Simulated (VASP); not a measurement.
VASP runs on SrCl2 (fluorite) share one base input (PBE GGA, plane waves, VASP's PBE PAW potentials (set 64)) and change the settings named in each case.

File KPOINTS:
```
Automatic mesh
0
Gamma
6 6 6
0 0 0
```

INCAR:
```
ALGO = Normal
EDIFF = 1E-6
ENCUT = 400
GGA = PE
ISIF = 2
ISMEAR = 0
LASPH = T
LCHARG = F
LMAXMIX = 4
LREAL = F
LWAVE = F
NELM = 100
PREC = Accurate
SIGMA = 0.05
SYSTEM = SrCl2
```

**POSCAR**
```
SrCl2
3.490
  0.0000000000   1.0000000000   1.0000000000
  1.0000000000   0.0000000000   1.0000000000
  1.0000000000   1.0000000000   0.0000000000
Sr Cl
1 2
Direct
  0.0000000000   0.0000000000   0.0000000000
  0.2500000000   0.2500000000   0.2500000000
  0.7500000000   0.7500000000   0.7500000000
```

POTCAR, in this order: Sr_sv Cl (PBE.64 set). Program: vasp_std.

```
change          irreducible k-points
--------------  --------------------
base run                          16
ISYM = -1                        216
ISYM = 0                         112
ISYM = 1                          16
SYMPREC = 1E-3                    16
```

Left out are runs that ran out of time, are held back, or changed the cell or the kind of run, fixed moments of cells without a moment, rows past the twelfth, gaps on odd meshes, pressures of charged cells and columns that move by less than the noise.

The compound is SrCl2 in the fluorite structure. The cell was not relaxed at this level.
